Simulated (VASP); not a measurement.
# Tc: Tc into a neighbouring Tc vacancy, part 5 of 5

Wanted: the minimum-energy path in Tc for this move: Tc into a neighbouring Tc vacancy. The start is a cell from a database of measured crystal structures.

VASP 6.6.1; PBEsol; plane waves and PAW (Tc).

So far. Step 3 (Relax the start): The run ended after 17 ionic steps, 0.264 eV below its first step, once the forces on the free atoms met EDIFFG = -0.05. Step 4 (Relax the end): The run ended after 24 ionic steps, 0.323 eV below its first step, once the forces on the free atoms met EDIFFG = -0.05.

## (5) Nudged elastic band (continued)

Parts of OUTCAR (step 5):

```text
   NELECT =     245.0000    total number of electrons

  tangential force (eV/A)        -0.816196
  left and right image   0.872829  0.874978 A

  tangential force (eV/A)        -0.814312
  left and right image   0.874458  0.876462 A

 E-fermi :  13.1284

 k-point     1 :       0.0000    0.0000    0.0000
  band No.  band energies     occupation
    ...
    122      13.0914      1.40346
    123      13.1252      1.03667
    124      13.1350      0.92593
    125      13.1553      0.70171
    126      13.1632      0.61899
    127      13.3042     -0.06999
    128      13.3107     -0.07089
    129      13.3777     -0.04045
    130      13.4565     -0.00834
    131      13.5294     -0.00103
    ...

 POSITION                                       TOTAL-FORCE (eV/Angst)
 -----------------------------------------------------------------------------------
      1.40082      0.76811      7.59426         0.003953     -0.008120      0.028695
      0.37955      2.63741      3.24996        -0.425567      0.613586      0.020401
     -0.02042      3.12258      7.59412         0.013856     -0.045457      0.009303
     -1.35884      5.44743      3.25168         0.026774     -0.011856      0.018919
     -1.37514      5.43858      7.59645         0.041051     -0.001821      0.014482
      4.06737      0.73591      3.25233         0.068892     -0.005955      0.016679
      4.03223      0.77452      7.59568         0.025603     -0.023309      0.014415
      2.90237      3.22929      3.25010        -0.080128     -0.058031      0.014738
      2.72643      3.09002      7.59568         0.013621     -0.034555      0.010256
      1.31185      5.37625      3.24887         0.042893      0.022021      0.011534
      1.38110      5.45740      7.59538         0.023261     -0.000393      0.017248
      6.71063      0.73348      3.24776         0.028854      0.000733      0.020361
      6.78685      0.74404      7.59581         0.041562     -0.000250      0.011751
      5.53595      3.08722      3.25042        -0.019172     -0.022446      0.021546
      5.47807      3.09854      7.59350         0.001896     -0.009535      0.024334
      4.15305      5.49693      3.25012         0.013098     -0.030956      0.016667
      4.09903      5.46681      7.59434         0.024364     -0.041501      0.017696
      0.00268      1.50339      0.99993         0.027318     -0.016114      0.083980
      0.00271      1.50469      5.51009         0.032481     -0.014274     -0.135683
     -1.30216      3.85472      1.18959        -0.008645     -0.000459     -0.070214
     -1.30154      3.85612      5.32109        -0.023863      0.001542      0.043195
     -2.67952      6.24729      1.07150         0.021038     -0.038278     -0.063319
     -2.67897      6.24658      5.44143         0.000864     -0.028061      0.031888
      2.66553      1.51819      1.29884        -0.002890     -0.020150     -0.035943
[...]
-----------------------------------------------------------------------------------
    total drift:                               -0.033813      0.172369      0.124524

  FREE ENERGIE OF THE ION-ELECTRON SYSTEM (eV)
  ---------------------------------------------------
  free  energy   TOTEN  =      -392.0255871929 eV

  energy  without entropy=     -392.0327731043  energy(sigma->0) =     -392.02798250

  tangential force (eV/A)        -0.811421
  left and right image   0.876037  0.877920 A

[... 6 parts as in an earlier step ...]

[... 8 further parts left out ...]
```

Images along the path:

```tsv
image	path (A)	energy (eV)	Tc2: x, y, z (Å)
0	0.000	0.0000	-0.012, 3.134, 3.290
1	0.876	0.3911	0.380, 2.637, 3.250
2	1.754	1.1699	0.772, 2.015, 3.254
3	2.632	0.3937	1.116, 1.362, 3.257
4	3.507	0.0010	1.354, 0.771, 3.220
```

Numbers from this step:

- electronic cycles: 310
- path length: 3.507 Å
- barrier: 1.170 eV
- barrier in the reverse direction: 1.169 eV
- barrier from a spline through the images: 1.170 eV
- reaction energy: 9.92e-4 eV

What the program prints for this run, and its count of cycles, belong to image 1; the force that counts for the threshold is the band's, across the path.

## (6) Summary of results

| Item | Value |
| --- | --- |
| hop | Tc into a neighbouring Tc vacancy |
| barrier | 1.17 eV |
| barrier in the reverse direction | 1.17 eV |
| barrier from a spline through the images | 1.17 eV |
| reaction energy | 9.9e-4 eV |
| path length | 3.51 Å |

What this shows: The barrier is 1.17 eV forwards and 1.17 eV backwards. With an attempt frequency of 10¹³ per second, taken as a typical value, this barrier gives about 10^-7 hops a second at 300 K. Both ends are alike and an image sits at the midpoint, which is the saddle if the path is symmetric. The band met its force threshold after 46 steps. Cell and mesh are small and were not tested. The band started on a straight line, so other routes may lie lower.

[Lines on the potential files, build, host, timing and source positions are cut from VASP's logs without a mark.]

[Logs are printed without paths, hosts, clocks, repeated set-up lines and the standing remarks that a program may print on its own settings, such as how far it seeks lower states.]

[Hosts, paths, dates, database ids (printed as entryN), source tags and the programs' standing remarks are cut or masked in the printed files.]

[Runs that stopped without an error message from VASP are left out.]
